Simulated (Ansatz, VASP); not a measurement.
# Cross-check of CuC (Cu/C/Cu) between VASP and Ansatz, part 2 of 2

Wanted: the spread between two codes on one cell, functional and k mesh.  The structure shown is the end of the Ansatz relaxation below.

VASP 6.6.1 and Ansatz 0.2.0.

So far: Starting point; Ansatz: relaxation, PBE.

### 3. VASP: single point, PBE

Level of this step: PBE; plane waves and PAW (Cu, C) (VASP).

The same cell, functional, mesh and smearing now go to VASP, with its own data sets and cutoff.

Lines of VASP's logs that name or quote its potential files are left out, and so is its time.

INCAR reads:

```
SYSTEM = CuC
PREC = Accurate
ENCUT = 520
EDIFF = 1E-06
NELM = 100
ISMEAR = -1
SIGMA = 0.1
LREAL = .FALSE.
ALGO = Normal
GGA = PE
NBANDS = 76
LASPH = .TRUE.
LORBIT = 11
LWAVE = .FALSE.
LCHARG = .FALSE.
KPAR = 4
ISIF = 2
LDIPOL = .TRUE.
IDIPOL = 3
DIPOL = 0.5 0.5 0.5
LVHAR = .TRUE.
```

POSCAR reads:

```
CuC
1.0
    2.5670000000      0.0000000000      0.0000000000
   -1.2835000000      2.2230872115      0.0000000000
    0.0000000000      0.0000000000     39.4535170811
Cu C
8 8
Direct
    0.0000000000      0.0000000000      0.2060708730
    0.3333333333      0.6666666667      0.2584848946
    0.6666666667      0.3333333333      0.3111420900
    0.0000000000      0.0000000000      0.3641340606
    0.3333333333      0.6666666667      0.6358659390
    0.6666666667      0.3333333333      0.6888579100
    0.0000000000      0.0000000000      0.7415151061
    0.3333333333      0.6666666667      0.7939291284
    0.0000000000      0.0000000000      0.4159191637
    0.3333333333      0.6666666667      0.4271513690
    0.3333333333      0.6666666667      0.4675668874
    0.6666666667      0.3333333333      0.4801757351
    0.6666666667      0.3333333333      0.5198242646
    0.0000000000      0.0000000000      0.5324331122
    0.0000000000      0.0000000000      0.5728486305
    0.3333333333      0.6666666667      0.5840808358
```

KPOINTS reads:

```
Automatic mesh
0
Gamma
12 12 1
0 0 0
```

PAW data sets: Cu and C (PBE family, release 64).

Run with:

```bash
> mpirun -np 4 vasp_std
```

Numbers of over 12 decimals in the logs are rounded to 6 here.

The log of the run:

```text
[banner, memory and clock lines left out]
running    4 mpi-ranks, on    1 nodes
 distrk:  each k-point on    1 cores,    4 groups
 distr:  one band on    1 cores,    1 groups

 POSCAR found type information on POSCAR CuC
 POSCAR found :  2 types and      16 ions
 LDA part: xc-table for (Slater+PW92), standard interpolation
 POSCAR, INCAR and KPOINTS ok, starting setup
 FFT: planning ... GRIDC
 FFT: planning ... GRID_SOFT
 FFT: planning ... GRID
 WAVECAR not read
 entering main loop
       N       E                     dE             d eps       ncg     rms          rms(c)
DAV:   1     0.136522398060E+04    0.13652E+04   -0.51921E+04  2916   0.221E+03
DAV:   2     0.189611565092E+03   -0.11756E+04   -0.10993E+04  2928   0.521E+02
DAV:   3    -0.791987411599E+02   -0.26881E+03   -0.24154E+03  3560   0.262E+02
DAV:   4    -0.111180811749E+03   -0.31982E+02   -0.31209E+02  4328   0.983E+01
DAV:   5    -0.112461040203E+03   -0.12802E+01   -0.12641E+01  4608   0.201E+01    0.272E+01
DAV:   6    -0.126390066903E+03   -0.13929E+02   -0.11951E+02  4704   0.186E+02    0.202E+01
DAV:   7    -0.246364439168E+03   -0.11997E+03   -0.60946E+02  5136   0.255E+02    0.108E+02
DAV:   8    -0.121240301996E+03    0.12512E+03   -0.60972E+02  4740   0.100E+02    0.464E+01
DAV:   9    -0.103914305810E+03    0.17326E+02   -0.16527E+02  4832   0.850E+01    0.147E+01
DAV:  10    -0.100531015833E+03    0.33833E+01   -0.18710E+01  4432   0.572E+01    0.988E+00
DAV:  11    -0.100139713483E+03    0.39130E+00   -0.57797E+00  4240   0.347E+01    0.686E+00
DAV:  12    -0.995307305222E+02    0.60898E+00   -0.42071E+00  5016   0.415E+01    0.404E+00
DAV:  13    -0.995047041895E+02    0.26026E-01   -0.30597E+00  3912   0.255E+01    0.399E+00
DAV:  14    -0.993906896780E+02    0.11401E+00   -0.60110E-01  3752   0.108E+01    0.264E+00
[...]
DAV:  33    -0.991080150367E+02   -0.38808E-05   -0.67727E-05  5152   0.188E-01    0.881E-03
DAV:  34    -0.991080300249E+02   -0.14988E-04   -0.29902E-05  4744   0.606E-02    0.155E-02
DAV:  35    -0.991080334411E+02   -0.34162E-05   -0.15371E-05  3656   0.442E-02    0.345E-03
DAV:  36    -0.991080405764E+02   -0.71353E-05   -0.56614E-06  3136   0.419E-02    0.621E-03
DAV:  37    -0.991080490035E+02   -0.84270E-05   -0.21845E-06  2152   0.167E-02    0.914E-03
DAV:  38    -0.991080526386E+02   -0.36351E-05   -0.21927E-06  2448   0.329E-02    0.368E-03
DAV:  39    -0.991080557409E+02   -0.31023E-05   -0.33939E-06  2856   0.497E-02    0.453E-03
DAV:  40    -0.991080565011E+02   -0.76021E-06   -0.75840E-07  1872   0.161E-02
   1 F= -.99108057E+02 E0= -.99024906E+02  d E =-.166301E+00
```

From OUTCAR (step 3):

```text
ion  position               nearest neighbor table
   1  0.000  0.000  0.206-   2 2.54   2 2.54   2 2.54
   2  0.333  0.667  0.258-   1 2.54   1 2.54   1 2.54   3 2.55   3 2.55   3 2.55
   3  0.667  0.333  0.311-   2 2.55   2 2.55   2 2.55   4 2.56   4 2.56   4 2.56
   4  0.000  0.000  0.364-   9 2.04   3 2.56   3 2.56   3 2.56
   5  0.333  0.667  0.636-  16 2.04   6 2.56   6 2.56   6 2.56
   6  0.667  0.333  0.689-   7 2.55   7 2.55   7 2.55   5 2.56   5 2.56   5 2.56
   7  0.000  0.000  0.742-   8 2.54   8 2.54   8 2.54   6 2.55   6 2.55   6 2.55
   8  0.333  0.667  0.794-   7 2.54   7 2.54   7 2.54
   9  0.000  0.000  0.416-  10 1.55  10 1.55  10 1.55   4 2.04
  10  0.333  0.667  0.427-   9 1.55   9 1.55   9 1.55  11 1.59
  11  0.333  0.667  0.468-  12 1.56  12 1.56  12 1.56  10 1.59
  12  0.667  0.333  0.480-  11 1.56  11 1.56  11 1.56  13 1.56
  13  0.667  0.333  0.520-  14 1.56  14 1.56  14 1.56  12 1.56
  14  0.000  0.000  0.532-  13 1.56  13 1.56  13 1.56  15 1.59
  15  0.000  0.000  0.573-  16 1.55  16 1.55  16 1.55  14 1.59
  16  0.333  0.667  0.584-  15 1.55  15 1.55  15 1.55   5 2.04

  LATTYP: Found a hexagonal cell.
 ALAT       =     2.5670000000
 C/A-ratio  =    15.3695041220

 Subroutine GETGRP returns: Found 12 space group operations
 (whereof  6 operations were pure point group operations)

The static configuration has the point symmetry C_3v.
 The point group associated with its full space group is D_3d.

 Found     19 irreducible k-points:

   k-points           NKPTS =     19   k-points in BZ     NKDIM =     19   number of bands    NBANDS=     76

   dimension x,y,z NGX =    20 NGY =   20 NGZ =  294
   dimension x,y,z NGXF=    40 NGYF=   40 NGZF=  588

   ENCUT  =  520.0 eV  38.22 Ry    6.18 a.u.   4.77  4.77 73.36*2*pi/ulx,y,z

   NELECT =     120.0000    total number of electrons

 k-points in reciprocal lattice and weights: Automatic mesh
   0.00000000  0.00000000  0.00000000       0.007
   0.08333333  0.00000000  0.00000000       0.042
   0.16666667 -0.00000000  0.00000000       0.042
   0.25000000 -0.00000000  0.00000000       0.042
   0.33333333  0.00000000  0.00000000       0.042
   0.41666667  0.00000000  0.00000000       0.042
   0.50000000 -0.00000000  0.00000000       0.021
   0.08333333  0.08333333  0.00000000       0.042
   0.16666667  0.08333333  0.00000000       0.083
[...]
0.33333333  0.25000000  0.00000000       0.083
   0.33333333  0.33333333  0.00000000       0.014

 dipolmoment           0.000000      0.000000      0.000005 electrons x Angstroem

 average (electrostatic) potential at core
       1 -67.6709       2 -67.9154       3 -67.9648       4 -67.9209       5 -67.9208
       6 -67.9647       7 -67.9153       8 -67.6708       9 -51.3712      10 -51.7646
      11 -52.0092      12 -52.0409      13 -52.0409      14 -52.0091      15 -51.7645
      16 -51.3712

 E-fermi :   3.3062

 k-point     1 :       0.0000    0.0000    0.0000
  band No.  band energies     occupation
    ...
     60       2.1433      1.99998
     61       2.5757      1.99866
     62       2.7685      1.99080
     63       2.7685      1.99080
     64       2.9002      1.96608
     65       3.6663      0.05313
     66       7.4331      0.00000
     67       7.5283      0.00000
     68       8.1064      0.00000
     69       8.1150      0.00000
    ...

 k-point     2 :       0.0833    0.0000    0.0000
  band No.  band energies     occupation
    ...
     60       2.1128      1.99999
     61       2.2057      1.99997
     62       2.5421      1.99904
     63       2.9115      1.96209
     64       3.3915      0.59765
     65       3.8240      0.01121
     66       7.5746      0.00000
     67       7.6562      0.00000
     68       8.1843      0.00000
     69       8.3142      0.00000
    ...

 k-point     3 :       0.1667   -0.0000    0.0000
  band No.  band energies     occupation
    ...
     59       1.7290      2.00000
     60       1.9830      2.00000
     61       1.9895      2.00000
     62       2.7614      1.99142
     63       3.2125      1.43706
     64       4.3472      0.00006
     65       4.4562      0.00002
     66       7.8471      0.00000
     67       7.9269      0.00000
     68       8.5803      0.00000
    ...

  Total       -5.9631011     -5.9631011      0.4639935      0.0000000     -0.0000000      0.0000000
  in kB      -42.4340673    -42.4340673      3.3018275      0.0000000     -0.0000000      0.0000000
  external PRESSURE =     -27.1887691 kB  Pullay stress =       0.0000000 kB

  energy-cutoff  :      520.00
  volume of cell :      225.15
      direct lattice vectors                 reciprocal lattice vectors
     2.567000000  0.000000000  0.000000000     0.389559797  0.224912454  0.000000000
    -1.283500000  2.223087212  0.000000000     0.000000000  0.449824908  0.000000000
     0.000000000  0.000000000 39.453517081     0.000000000  0.000000000  0.025346283

 POSITION                                       TOTAL-FORCE (eV/Angst)
 -----------------------------------------------------------------------------------
      0.00000      0.00000      8.13022         0.000000     -0.000000     -0.016831
     -0.00000      1.48206     10.19814         0.000000      0.000000     -0.000202
      1.28350      0.74103     12.27565         0.000000      0.000000     -0.000998
      0.00000      0.00000     14.36637        -0.000000      0.000000     -0.011666
     -0.00000      1.48206     25.08715         0.000000      0.000000      0.011666
      1.28350      0.74103     27.17787        -0.000000      0.000000      0.000998
      0.00000      0.00000     29.25538        -0.000000     -0.000000      0.000202
     -0.00000      1.48206     31.32330        -0.000000      0.000000      0.016831
      0.00000      0.00000     16.40947         0.000000      0.000000      0.027882
     -0.00000      1.48206     16.85262        -0.000000      0.000000     -0.043832
     -0.00000      1.48206     18.44716         0.000000      0.000000      0.019922
      1.28350      0.74103     18.94462        -0.000000     -0.000000     -0.008552
      1.28350      0.74103     20.50890         0.000000      0.000000      0.008552
      0.00000      0.00000     21.00636         0.000000      0.000000     -0.019922
      0.00000      0.00000     22.60089         0.000000      0.000000      0.043832
     -0.00000      1.48206     23.04404         0.000000     -0.000000     -0.027882
 -----------------------------------------------------------------------------------
    total drift:                                0.000001     -0.000001      0.000990

  FREE ENERGIE OF THE ION-ELECTRON SYSTEM (eV)
  ---------------------------------------------------
  free  energy   TOTEN  =       -99.1080565011 eV

  energy  without entropy=      -98.9417556421  energy(sigma->0) =      -99.02490607

 vacuum level on the upper side and lower side of the slab         8.092         8.092

 total charge
# of ion       s       p       d       tot
------------------------------------------
    1        0.449   0.290   9.186   9.925
    2        0.441   0.373   9.182   9.997
    3        0.451   0.383   9.162   9.996
    4        0.488   0.378   9.147  10.013
    5        0.488   0.378   9.147  10.013
    6        0.451   0.383   9.162   9.996
    7        0.441   0.373   9.182   9.997
    8        0.449   0.290   9.186   9.925
    9        0.836   1.642   0.000   2.478
   10        0.827   1.687   0.000   2.513
   11        0.829   1.687   0.000   2.515
   12        0.826   1.702   0.000   2.529
   13        0.826   1.702   0.000   2.529
   14        0.829   1.687   0.000   2.515
   15        0.827   1.687   0.000   2.513
   16        0.836   1.642   0.000   2.478
--------------------------------------------------
tot         10.294  16.285  73.353  99.931

[... 3 further parts left out ...]
```

### 4. Side by side

Known differences besides the PAW data sets themselves: the data sets hold 184 valence electrons in Ansatz (default PAW (the set named soft_2) files) and 120 in VASP; the cutoff is 420 eV in Ansatz and 520 eV in VASP. Total energies have different zeros and are not compared.

Compared:

```
                                   quantity  Ansatz  VASP  difference
 work function, lower of the two faces (eV)    4.81  4.79       +0.02
work function, higher of the two faces (eV)    4.81  4.79       +0.02
```

At this near-relaxed geometry the largest component of a force difference is 25 meV/Å.

### 5. Results

- difference in work function, higher of the two faces (single point, PBE): 0.025 eV
- r.m.s. force difference (single point, PBE): 8.3 meV/Å

The r.m.s. force difference is 8.3 meV/Å (single point, PBE), within the 12 meV/Å picked in this series as the mark of a large difference. Differences of this kind measure data sets and numerical settings, not the functional's error against experiment.

[Lines on the potential files, build, host, timing and source positions are cut from VASP's logs without a mark.]

[Logs are printed without paths, hosts, clocks, repeated set-up lines and the standing remarks that a program may print on its own settings, such as how far it seeks lower states.]

[Hosts, paths, dates, database ids (printed as entryN), source tags and the programs' standing remarks are cut or masked in the printed files.]
